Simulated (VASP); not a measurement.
# Dynamics of TiCo at finite temperature, part 3 of 4

Aim: follow TiCo in time and read averages from the run. The start is a computed cell from the Materials Project.

VASP 6.6.1; LDA, spin-polarised from a ferromagnetic start; plane waves and PAW (Co, Ti).

Still holding for the runs below: The magnetic state follows from one typed start and may not be the lowest.

So far. Step 2 (Relax the host): The run ended after 6 ionic steps, 0.128 eV below its first step, once forces and stress met EDIFFG = -0.02. Step 3 (Relax the host again, on a new basis): The start already met the threshold, so nothing moved.

## 4. Molecular dynamics

System of this step: TiCo. It takes space group Pm-3m (No. 221, cubic). Conventional cell: a = 2.897 Å, b = 2.897 Å, c = 2.897 Å, α = 90.00°, β = 90.00°, γ = 90.00°. Co has 8 Ti at 2.51 Å nearest. Nearest to Ti lie 8 Co at 2.51 Å. Farther neighbours are not listed.

Few k-points, a looser threshold and, at fixed cell, a modest cutoff make many steps affordable, at some cost in the accuracy of forces and more in that of pressure. The electronic smearing is set to the highest ionic temperature of the stage, and to no less than 300 K.

File INCAR:

```
SYSTEM = TiCo
PREC = Normal
ENCUT = 230
EDIFF = 1E-04
NELM = 120
ISMEAR = -1
SIGMA = 0.0259
LREAL = Auto
ALGO = Fast
GGA = CA
NBANDS = 156
ISPIN = 2
MAGMOM = 2 2 2 2 2 2 2 2 2 2 2 2 2 2 2 2 1 1 1 1 1 1 1 1 1 1 1 1 1 1 1 1
LASPH = .TRUE.
LMAXMIX = 4
LWAVE = .FALSE.
LCHARG = .FALSE.
KPAR = 4
IBRION = 0
NSW = 150
POTIM = 2
TEBEG = 300
TEEND = 300
ISYM = 0
ISIF = 2
NELMIN = 4
MAXMIX = 40
NBLOCK = 1
RANDOM_SEED = 171310 0 0
NWRITE = 1
MDALGO = 5
CSVR_PERIOD = 20
```

File POSCAR:

```
TiCo
1.0
    0.0000000000      5.7935790906      5.7935790906
    5.7935790906      0.0000000000      5.7935790906
    5.7935790906      5.7935790906      0.0000000000
Co Ti
16 16
Direct
    0.1250000000      0.1250000000      0.1250000000
    0.6250000000      0.1250000000      0.1250000000
    0.1250000000      0.6250000000      0.1250000000
    0.1250000000      0.1250000000      0.6250000000
    0.3750000000      0.3750000000      0.3750000000
    0.6250000000      0.6250000000      0.1250000000
    0.6250000000      0.1250000000      0.6250000000
    0.8750000000      0.3750000000      0.3750000000
    0.1250000000      0.6250000000      0.6250000000
    0.3750000000      0.8750000000      0.3750000000
    0.3750000000      0.3750000000      0.8750000000
    0.6250000000      0.6250000000      0.6250000000
    0.8750000000      0.8750000000      0.3750000000
    0.8750000000      0.3750000000      0.8750000000
    0.3750000000      0.8750000000      0.8750000000
    0.8750000000      0.8750000000      0.8750000000
    0.0000000000      0.0000000000      0.0000000000
    0.5000000000      0.0000000000      0.0000000000
    0.0000000000      0.5000000000      0.0000000000
    0.0000000000      0.0000000000      0.5000000000
    0.2500000000      0.2500000000      0.2500000000
    0.5000000000      0.5000000000      0.0000000000
    0.5000000000      0.0000000000      0.5000000000
    0.7500000000      0.2500000000      0.2500000000
    0.0000000000      0.5000000000      0.5000000000
    0.2500000000      0.7500000000      0.2500000000
    0.2500000000      0.2500000000      0.7500000000
    0.5000000000      0.5000000000      0.5000000000
    0.7500000000      0.7500000000      0.2500000000
    0.7500000000      0.2500000000      0.7500000000
    0.2500000000      0.7500000000      0.7500000000
    0.7500000000      0.7500000000      0.7500000000
```

File KPOINTS:

```
Automatic mesh
0
Gamma
2 2 2
0 0 0
```

Potentials, in the order of the species: Co and Ti (LDA family, release 64).

On the command line:

```console
$ mpirun -np 4 vasp_std
```

The program printed:

```text
[banner, memory and clock lines left out]
running    4 mpi-ranks, on    1 nodes
 distrk:  each k-point on    1 cores,    4 groups
 distr:  one band on    1 cores,    1 groups

 POSCAR found type information on POSCAR CoTi
 POSCAR found :  2 types and      32 ions
 LDA part: xc-table for (Slater(with rela. corr.)+CA(PZ))
 , standard interpolation
 POSCAR, INCAR and KPOINTS ok, starting setup
 FFT: planning ... GRIDC
 FFT: planning ... GRID_SOFT
 FFT: planning ... GRID
 WAVECAR not read
 prediction of wavefunctions initialized - no I/O
 entering main loop
       N       E                     dE             d eps       ncg     rms          rms(c)
DAV:   1     0.896329272953E+03    0.89633E+03   -0.45653E+04  5120   0.761E+02
DAV:   2    -0.201796951837E+03   -0.10981E+04   -0.10111E+04  4992   0.233E+02
DAV:   3    -0.305318611901E+03   -0.10352E+03   -0.94848E+02  6300   0.793E+01
DAV:   4    -0.310076595205E+03   -0.47580E+01   -0.46395E+01  6036   0.190E+01
DAV:   5    -0.310165271201E+03   -0.88676E-01   -0.88503E-01  6284   0.220E+00    0.812E+01
RMM:   6    -0.304481492339E+03    0.56838E+01   -0.20990E+02  4992   0.515E+01    0.470E+01
RMM:   7    -0.338966822374E+03   -0.34485E+02   -0.28763E+02  5376   0.444E+01    0.950E+01
RMM:   8    -0.283349497404E+03    0.55617E+02   -0.18922E+02  5231   0.412E+01    0.204E+01
RMM:   9    -0.281252043222E+03    0.20975E+01   -0.84719E+00  5027   0.829E+00    0.102E+01
RMM:  10    -0.281156722610E+03    0.95321E-01   -0.22261E+00  5133   0.303E+00    0.966E+00
RMM:  11    -0.280812609485E+03    0.34411E+00   -0.65628E-01  5016   0.234E+00    0.694E+00
RMM:  12    -0.280639244874E+03    0.17336E+00   -0.59391E-01  5217   0.173E+00    0.510E+00
RMM:  13    -0.280492032558E+03    0.14721E+00   -0.37739E-01  5131   0.157E+00    0.187E+00
RMM:  14    -0.280511026351E+03   -0.18994E-01   -0.21352E-01  5137   0.965E-01    0.169E+00
RMM:  15    -0.280505835918E+03    0.51904E-02   -0.81351E-02  5022   0.800E-01    0.133E+00
RMM:  16    -0.280498205062E+03    0.76309E-02   -0.22485E-02  5010   0.438E-01    0.773E-01
RMM:  17    -0.280495417869E+03    0.27872E-02   -0.70951E-03  5065   0.229E-01    0.634E-01
RMM:  18    -0.280493252529E+03    0.21653E-02   -0.33459E-03  5073   0.166E-01    0.398E-01
RMM:  19    -0.280491769318E+03    0.14832E-02   -0.36795E-03  5168   0.140E-01    0.201E-01
RMM:  20    -0.280491730160E+03    0.39158E-04   -0.12948E-03  4930   0.892E-02    0.215E-01
RMM:  21    -0.280491598986E+03    0.13117E-03   -0.10842E-03  4953   0.886E-02    0.118E-01
RMM:  22    -0.280491635205E+03   -0.36219E-04   -0.58750E-04  4281   0.531E-02
      1 T=   314. E= -.27923314E+03 F= -.28049164E+03 E0= -.28044108E+03  EK= 0.12585E+01 SP= 0.00E+00 SK= 0.00E+00 mag=      0.663
 bond charge predicted
       N       E                     dE             d eps       ncg     rms          rms(c)
DAV:   1    -0.280487025667E+03    0.45733E-02   -0.43564E+00  5232   0.448E+00    0.450E-01
RMM:   2    -0.280510020082E+03   -0.22994E-01   -0.77412E-02  4994   0.952E-01    0.177E+00
RMM:   3    -0.280489652994E+03    0.20367E-01   -0.28396E-02  4992   0.590E-01    0.561E-01
RMM:   4    -0.280487781516E+03    0.18715E-02   -0.55413E-03  5002   0.247E-01    0.305E-01
RMM:   5    -0.280488094244E+03   -0.31273E-03   -0.29218E-03  5035   0.164E-01    0.395E-01
RMM:   6    -0.280486810657E+03    0.12836E-02   -0.16801E-03  4992   0.138E-01    0.119E-01
RMM:   7    -0.280487402079E+03   -0.59142E-03   -0.14686E-03  5013   0.113E-01    0.323E-01
RMM:   8    -0.280486791121E+03    0.61096E-03   -0.94514E-04  4849   0.107E-01    0.795E-02
RMM:   9    -0.280486733071E+03    0.58050E-04   -0.14855E-04  3330   0.360E-02
      2 T=   315. E= -.27922333E+03 F= -.28048673E+03 E0= -.28043568E+03  EK= 0.12634E+01 SP= 0.00E+00 SK= 0.00E+00 mag=      0.468
[... from here on, the cycles between the ionic steps are left out ...]
      3 T=   330. E= -.27914797E+03 F= -.28047214E+03 E0= -.28042192E+03  EK= 0.13242E+01 SP= 0.00E+00 SK= 0.00E+00 mag=      0.226
      5 T=   286. E= -.27926647E+03 F= -.28041360E+03 E0= -.28036851E+03  EK= 0.11471E+01 SP= 0.00E+00 SK= 0.00E+00 mag=     -0.275
      7 T=   291. E= -.27915653E+03 F= -.28032103E+03 E0= -.28028102E+03  EK= 0.11645E+01 SP= 0.00E+00 SK= 0.00E+00 mag=     -0.038
      9 T=   287. E= -.27904769E+03 F= -.28019744E+03 E0= -.28016175E+03  EK= 0.11498E+01 SP= 0.00E+00 SK= 0.00E+00 mag=      0.012
     11 T=   270. E= -.27896877E+03 F= -.28005209E+03 E0= -.28001940E+03  EK= 0.10833E+01 SP= 0.00E+00 SK= 0.00E+00 mag=     -0.009
     13 T=   244. E= -.27891743E+03 F= -.27989494E+03 E0= -.27986428E+03  EK= 0.97751E+00 SP= 0.00E+00 SK= 0.00E+00 mag=      0.003
     15 T=   182. E= -.27901593E+03 F= -.27974362E+03 E0= -.27971428E+03  EK= 0.72769E+00 SP= 0.00E+00 SK= 0.00E+00 mag=      0.001
     17 T=   169. E= -.27894423E+03 F= -.27962213E+03 E0= -.27959368E+03  EK= 0.67790E+00 SP= 0.00E+00 SK= 0.00E+00 mag=     -0.002
     19 T=   119. E= -.27905575E+03 F= -.27953293E+03 E0= -.27950521E+03  EK= 0.47717E+00 SP= 0.00E+00 SK= 0.00E+00 mag=     -0.001
     21 T=   162. E= -.27883723E+03 F= -.27948443E+03 E0= -.27945739E+03  EK= 0.64720E+00 SP= 0.00E+00 SK= 0.00E+00 mag=      0.001
     23 T=   183. E= -.27872697E+03 F= -.27946063E+03 E0= -.27943435E+03  EK= 0.73365E+00 SP= 0.00E+00 SK= 0.00E+00 mag=      0.000
     25 T=   186. E= -.27871063E+03 F= -.27945445E+03 E0= -.27942886E+03  EK= 0.74382E+00 SP= 0.00E+00 SK= 0.00E+00 mag=      0.000
     27 T=   179. E= -.27874098E+03 F= -.27945795E+03 E0= -.27943287E+03  EK= 0.71697E+00 SP= 0.00E+00 SK= 0.00E+00 mag=     -0.000
     29 T=   166. E= -.27879704E+03 F= -.27946374E+03 E0= -.27943886E+03  EK= 0.66670E+00 SP= 0.00E+00 SK= 0.00E+00 mag=     -0.000
     31 T=   211. E= -.27862730E+03 F= -.27947236E+03 E0= -.27944742E+03  EK= 0.84506E+00 SP= 0.00E+00 SK= 0.00E+00 mag=     -0.000
     33 T=   241. E= -.27851482E+03 F= -.27948121E+03 E0= -.27945607E+03  EK= 0.96639E+00 SP= 0.00E+00 SK= 0.00E+00 mag=     -0.000
     35 T=   188. E= -.27873228E+03 F= -.27948486E+03 E0= -.27945955E+03  EK= 0.75259E+00 SP= 0.00E+00 SK= 0.00E+00 mag=     -0.000
     37 T=   188. E= -.27874027E+03 F= -.27949167E+03 E0= -.27946630E+03  EK= 0.75140E+00 SP= 0.00E+00 SK= 0.00E+00 mag=      0.000
     39 T=   180. E= -.27878563E+03 F= -.27950751E+03 E0= -.27948220E+03  EK= 0.72188E+00 SP= 0.00E+00 SK= 0.00E+00 mag=     -0.000
     41 T=   235. E= -.27858909E+03 F= -.27953245E+03 E0= -.27950733E+03  EK= 0.94336E+00 SP= 0.00E+00 SK= 0.00E+00 mag=      0.000
     43 T=   239. E= -.27859888E+03 F= -.27955801E+03 E0= -.27953327E+03  EK= 0.95912E+00 SP= 0.00E+00 SK= 0.00E+00 mag=     -0.000
     45 T=   250. E= -.27857541E+03 F= -.27957684E+03 E0= -.27955257E+03  EK= 0.10014E+01 SP= 0.00E+00 SK= 0.00E+00 mag=      0.000
     47 T=   298. E= -.27839398E+03 F= -.27958992E+03 E0= -.27956600E+03  EK= 0.11959E+01 SP= 0.00E+00 SK= 0.00E+00 mag=      0.000
     49 T=   300. E= -.27838992E+03 F= -.27959307E+03 E0= -.27956910E+03  EK= 0.12031E+01 SP= 0.00E+00 SK= 0.00E+00 mag=      0.000
     51 T=   336. E= -.27824219E+03 F= -.27958995E+03 E0= -.27956546E+03  EK= 0.13478E+01 SP= 0.00E+00 SK= 0.00E+00 mag=     -0.000
     53 T=   352. E= -.27817487E+03 F= -.27958492E+03 E0= -.27955946E+03  EK= 0.14101E+01 SP= 0.00E+00 SK= 0.00E+00 mag=      0.000
     55 T=   357. E= -.27814848E+03 F= -.27957947E+03 E0= -.27955272E+03  EK= 0.14310E+01 SP= 0.00E+00 SK= 0.00E+00 mag=      0.000
     57 T=   336. E= -.27822891E+03 F= -.27957468E+03 E0= -.27954654E+03  EK= 0.13458E+01 SP= 0.00E+00 SK= 0.00E+00 mag=     -0.000
     59 T=   368. E= -.27810125E+03 F= -.27957431E+03 E0= -.27954483E+03  EK= 0.14731E+01 SP= 0.00E+00 SK= 0.00E+00 mag=      0.000
     61 T=   347. E= -.27818476E+03 F= -.27957499E+03 E0= -.27954432E+03  EK= 0.13902E+01 SP= 0.00E+00 SK= 0.00E+00 mag=     -0.000
     63 T=   347. E= -.27818240E+03 F= -.27957329E+03 E0= -.27954172E+03  EK= 0.13909E+01 SP= 0.00E+00 SK= 0.00E+00 mag=     -0.000
     65 T=   342. E= -.27819714E+03 F= -.27956835E+03 E0= -.27953615E+03  EK= 0.13712E+01 SP= 0.00E+00 SK= 0.00E+00 mag=      0.000
     67 T=   314. E= -.27830429E+03 F= -.27956215E+03 E0= -.27952959E+03  EK= 0.12579E+01 SP= 0.00E+00 SK= 0.00E+00 mag=      0.000
     69 T=   323. E= -.27826606E+03 F= -.27955961E+03 E0= -.27952719E+03  EK= 0.12936E+01 SP= 0.00E+00 SK= 0.00E+00 mag=     -0.000
     71 T=   343. E= -.27818917E+03 F= -.27956223E+03 E0= -.27953070E+03  EK= 0.13731E+01 SP= 0.00E+00 SK= 0.00E+00 mag=     -0.000
     73 T=   332. E= -.27823848E+03 F= -.27956931E+03 E0= -.27953914E+03  EK= 0.13308E+01 SP= 0.00E+00 SK= 0.00E+00 mag=      0.000
     75 T=   350. E= -.27817514E+03 F= -.27957949E+03 E0= -.27955045E+03  EK= 0.14043E+01 SP= 0.00E+00 SK= 0.00E+00 mag=     -0.000
     77 T=   353. E= -.27817603E+03 F= -.27958973E+03 E0= -.27956140E+03  EK= 0.14137E+01 SP= 0.00E+00 SK= 0.00E+00 mag=     -0.000
     79 T=   325. E= -.27829483E+03 F= -.27959547E+03 E0= -.27956765E+03  EK= 0.13006E+01 SP= 0.00E+00 SK= 0.00E+00 mag=      0.000
     81 T=   301. E= -.27839121E+03 F= -.27959638E+03 E0= -.27956922E+03  EK= 0.12052E+01 SP= 0.00E+00 SK= 0.00E+00 mag=     -0.000
     83 T=   296. E= -.27840685E+03 F= -.27959152E+03 E0= -.27956520E+03  EK= 0.11847E+01 SP= 0.00E+00 SK= 0.00E+00 mag=     -0.000
     85 T=   310. E= -.27833656E+03 F= -.27957953E+03 E0= -.27955402E+03  EK= 0.12430E+01 SP= 0.00E+00 SK= 0.00E+00 mag=      0.000
     87 T=   318. E= -.27828495E+03 F= -.27955748E+03 E0= -.27953255E+03  EK= 0.12725E+01 SP= 0.00E+00 SK= 0.00E+00 mag=     -0.000
     89 T=   299. E= -.27832364E+03 F= -.27952281E+03 E0= -.27949804E+03  EK= 0.11992E+01 SP= 0.00E+00 SK= 0.00E+00 mag=      0.000
     91 T=   296. E= -.27829337E+03 F= -.27947935E+03 E0= -.27945428E+03  EK= 0.11860E+01 SP= 0.00E+00 SK= 0.00E+00 mag=      0.000
     93 T=   284. E= -.27829505E+03 F= -.27943240E+03 E0= -.27940659E+03  EK= 0.11374E+01 SP= 0.00E+00 SK= 0.00E+00 mag=     -0.000
     95 T=   243. E= -.27841610E+03 F= -.27938926E+03 E0= -.27936239E+03  EK= 0.97315E+00 SP= 0.00E+00 SK= 0.00E+00 mag=     -0.000
     97 T=   253. E= -.27834368E+03 F= -.27935912E+03 E0= -.27933111E+03  EK= 0.10154E+01 SP= 0.00E+00 SK= 0.00E+00 mag=      0.000
     99 T=   233. E= -.27841025E+03 F= -.27934300E+03 E0= -.27931387E+03  EK= 0.93275E+00 SP= 0.00E+00 SK= 0.00E+00 mag=     -0.000
    101 T=   262. E= -.27829456E+03 F= -.27934398E+03 E0= -.27931390E+03  EK= 0.10494E+01 SP= 0.00E+00 SK= 0.00E+00 mag=      0.000
    103 T=   278. E= -.27824509E+03 F= -.27936042E+03 E0= -.27932952E+03  EK= 0.11153E+01 SP= 0.00E+00 SK= 0.00E+00 mag=      0.000
    105 T=   273. E= -.27829368E+03 F= -.27938855E+03 E0= -.27935693E+03  EK= 0.10949E+01 SP= 0.00E+00 SK= 0.00E+00 mag=     -0.000
    107 T=   311. E= -.27817924E+03 F= -.27942545E+03 E0= -.27939320E+03  EK= 0.12462E+01 SP= 0.00E+00 SK= 0.00E+00 mag=      0.000
    109 T=   313. E= -.27821251E+03 F= -.27946674E+03 E0= -.27943398E+03  EK= 0.12542E+01 SP= 0.00E+00 SK= 0.00E+00 mag=     -0.000
    111 T=   316. E= -.27823866E+03 F= -.27950335E+03 E0= -.27947041E+03  EK= 0.12647E+01 SP= 0.00E+00 SK= 0.00E+00 mag=      0.000
    113 T=   286. E= -.27838631E+03 F= -.27953196E+03 E0= -.27949932E+03  EK= 0.11457E+01 SP= 0.00E+00 SK= 0.00E+00 mag=      0.000
    115 T=   277. E= -.27843992E+03 F= -.27955056E+03 E0= -.27951874E+03  EK= 0.11106E+01 SP= 0.00E+00 SK= 0.00E+00 mag=     -0.000
    117 T=   292. E= -.27838581E+03 F= -.27955728E+03 E0= -.27952662E+03  EK= 0.11715E+01 SP= 0.00E+00 SK= 0.00E+00 mag=      0.000
    119 T=   296. E= -.27836374E+03 F= -.27954938E+03 E0= -.27951993E+03  EK= 0.11856E+01 SP= 0.00E+00 SK= 0.00E+00 mag=     -0.000
    121 T=   286. E= -.27838216E+03 F= -.27952718E+03 E0= -.27949871E+03  EK= 0.11450E+01 SP= 0.00E+00 SK= 0.00E+00 mag=      0.000
    123 T=   289. E= -.27833823E+03 F= -.27949629E+03 E0= -.27946859E+03  EK= 0.11581E+01 SP= 0.00E+00 SK= 0.00E+00 mag=      0.000
    125 T=   270. E= -.27838253E+03 F= -.27946322E+03 E0= -.27943611E+03  EK= 0.10807E+01 SP= 0.00E+00 SK= 0.00E+00 mag=      0.000
    127 T=   291. E= -.27827021E+03 F= -.27943819E+03 E0= -.27941141E+03  EK= 0.11680E+01 SP= 0.00E+00 SK= 0.00E+00 mag=     -0.000
    129 T=   328. E= -.27811056E+03 F= -.27942599E+03 E0= -.27939930E+03  EK= 0.13154E+01 SP= 0.00E+00 SK= 0.00E+00 mag=      0.000
    131 T=   356. E= -.27800152E+03 F= -.27942874E+03 E0= -.27940195E+03  EK= 0.14272E+01 SP= 0.00E+00 SK= 0.00E+00 mag=      0.000
    133 T=   318. E= -.27817558E+03 F= -.27944803E+03 E0= -.27942103E+03  EK= 0.12725E+01 SP= 0.00E+00 SK= 0.00E+00 mag=      0.000
    135 T=   319. E= -.27820568E+03 F= -.27948457E+03 E0= -.27945722E+03  EK= 0.12789E+01 SP= 0.00E+00 SK= 0.00E+00 mag=     -0.000
    137 T=   340. E= -.27817784E+03 F= -.27953855E+03 E0= -.27951062E+03  EK= 0.13607E+01 SP= 0.00E+00 SK= 0.00E+00 mag=      0.000
    139 T=   305. E= -.27837868E+03 F= -.27959985E+03 E0= -.27957112E+03  EK= 0.12212E+01 SP= 0.00E+00 SK= 0.00E+00 mag=     -0.000
    141 T=   313. E= -.27840006E+03 F= -.27965597E+03 E0= -.27962648E+03  EK= 0.12559E+01 SP= 0.00E+00 SK= 0.00E+00 mag=      0.000
    143 T=   296. E= -.27851923E+03 F= -.27970499E+03 E0= -.27967490E+03  EK= 0.11858E+01 SP= 0.00E+00 SK= 0.00E+00 mag=      0.000
    145 T=   300. E= -.27853592E+03 F= -.27973894E+03 E0= -.27970851E+03  EK= 0.12030E+01 SP= 0.00E+00 SK= 0.00E+00 mag=     -0.000
    147 T=   288. E= -.27859933E+03 F= -.27975504E+03 E0= -.27972448E+03  EK= 0.11557E+01 SP= 0.00E+00 SK= 0.00E+00 mag=     -0.000
    149 T=   321. E= -.27847035E+03 F= -.27975476E+03 E0= -.27972428E+03  EK= 0.12844E+01 SP= 0.00E+00 SK= 0.00E+00 mag=     -0.000
Information: wavefunction orthogonal band  156  0.8865
 bond charge predicted
 prediction of wavefunctions
       N       E                     dE             d eps       ncg     rms          rms(c)
DAV:   1    -0.279748456368E+03    0.62992E-02   -0.79619E-03  8404   0.843E-01    0.239E-02
RMM:   2    -0.279748526615E+03   -0.70247E-04   -0.72671E-04  4681   0.866E-02    0.142E-02
RMM:   3    -0.279748542491E+03   -0.15876E-04   -0.16594E-04  3037   0.231E-02    0.106E-02
RMM:   4    -0.279748545308E+03   -0.28173E-05   -0.34617E-05  2696   0.138E-02
    150 T=   342. E= -.27837758E+03 F= -.27974855E+03 E0= -.27971820E+03  EK= 0.13710E+01 SP= 0.00E+00 SK= 0.00E+00 mag=      0.000
Information: wavefunction orthogonal band  156  0.8902
 bond charge predicted
 prediction of wavefunctions
 wavefunctions rotated
```

Elapsed: 1.7 h, on 4 MPI ranks of Intel Xeon Platinum 8375C at 2.90GHz (Ice Lake), shared host; peak memory 2.5 GiB.

(Part 3 of 4 ends here.)

[Lines on the potential files, build, host, timing and source positions are cut from VASP's logs without a mark.]

[Logs are printed without paths, hosts, clocks, repeated set-up lines and the standing remarks that a program may print on its own settings, such as how far it seeks lower states.]

[Hosts, paths, dates, database ids (printed as entryN), source tags and the programs' standing remarks are cut or masked in the printed files.]

[Runs that stopped without an error message from VASP are left out.]
